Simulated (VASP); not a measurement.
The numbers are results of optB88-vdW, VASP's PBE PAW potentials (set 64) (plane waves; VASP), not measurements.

VASP input:

KPOINTS:
```
Automatic mesh
0
Gamma
11 11 11
0 0 0
```

### POSCAR
```
C
1
    0.0000000000     1.8191700000     1.8191700000
    1.8191700000     0.0000000000     1.8191700000
    1.8191700000     1.8191700000     0.0000000000
C
2
Direct
  0.0000000000   0.0000000000   0.0000000000
  0.2500000000   0.2500000000   0.2500000000
```

**INCAR**
```
# general
SYSTEM  =C
PREC    =Accurate
ENCUT   =520
LREAL   =F
LASPH   =T

# electronic loop
EDIFF   =1E-6
NELM    =100
ALGO    =Normal

# smearing
ISMEAR  =0
SIGMA   =0.05

# functional
GGA     =BO
LUSE_VDW=T
AGGAC   =0.0
PARAM1  =0.1833333333
PARAM2  =0.22

# ions
ISIF    =2

# output
LWAVE   =F
LCHARG  =F
```

POTCAR, in this order: C (PBE.64 set). Program: vasp_std.

Output of the run:

File OSZICAR:
```
       N       E                     dE             d eps       ncg     rms          rms(c)
DAV:   1     0.354013969858E+01    0.35401E+01   -0.49804E+03   928   0.978E+02
DAV:   2    -0.162547286407E+02   -0.19795E+02   -0.18821E+02  1392   0.115E+02
DAV:   3    -0.164118425562E+02   -0.15711E+00   -0.15711E+00   968   0.133E+01
DAV:   4    -0.164120866178E+02   -0.24406E-03   -0.24406E-03  1224   0.570E-01
DAV:   5    -0.164120868403E+02   -0.22256E-06   -0.22256E-06   984   0.109E-02    0.518E+00
DAV:   6    -0.159754513984E+02    0.43664E+00   -0.37180E-01   944   0.485E+00    0.306E+00
DAV:   7    -0.158241530409E+02    0.15130E+00   -0.46150E-01  1136   0.540E+00    0.669E-01
DAV:   8    -0.158250596414E+02   -0.90660E-03   -0.22154E-03   952   0.564E-01    0.407E-02
DAV:   9    -0.158250832049E+02   -0.23564E-04   -0.22506E-05  1072   0.597E-02    0.364E-02
DAV:  10    -0.158250888018E+02   -0.55969E-05   -0.65878E-06   984   0.321E-02    0.507E-03
DAV:  11    -0.158250888660E+02   -0.64219E-07   -0.23080E-07   664   0.444E-03
   1 F= -.15825089E+02 E0= -.15825089E+02  d E =-.387305E-13
```

OUTCAR:
```
------------------------ aborting loop because EDIFF is reached ----------------------------------------
  FORCE on cell =-STRESS in cart. coord.  units (eV):
  Direction    XX          YY          ZZ          XY          YZ          ZX
  --------------------------------------------------------------------------------------
  Total       -1.5102474     -1.5102474     -1.5102474     -0.0000000      0.0000000     -0.0000000
  in kB     -200.9596327   -200.9596327   -200.9596327     -0.0000000      0.0000000     -0.0000000
  external PRESSURE =    -200.9596327 kB  Pullay stress =       0.0000000 kB
  volume of cell :       12.04
      direct lattice vectors                 reciprocal lattice vectors
     0.000000000  1.819170000  1.819170000    -0.274850619  0.274850619  0.274850619
     1.819170000  0.000000000  1.819170000     0.274850619 -0.274850619  0.274850619
     1.819170000  1.819170000  0.000000000     0.274850619  0.274850619 -0.274850619
 POSITION                                       TOTAL-FORCE (eV/Angst)
 -----------------------------------------------------------------------------------
      0.00000      0.00000      0.00000         0.000000      0.000000      0.000000
      0.90958      0.90958      0.90958        -0.000000     -0.000000     -0.000000
 -----------------------------------------------------------------------------------
    total drift:                                0.000000      0.000000      0.000000
  FREE ENERGIE OF THE ION-ELECTRON SYSTEM (eV)
  ---------------------------------------------------
  free  energy   TOTEN  =       -15.8250888660 eV

  energy  without entropy=      -15.8250888660  energy(sigma->0) =      -15.82508887
```
(Selected blocks of OUTCAR.)

The compound is C in the diamond structure. The cell was not relaxed at this level. The run is one of a series of settings (AGGAC = 0.0, GGA = BO, LUSE_VDW = .TRUE., PARAM1 = 0.1833333333, PARAM2 = 0.22 against the base run), some of them coarse on purpose.
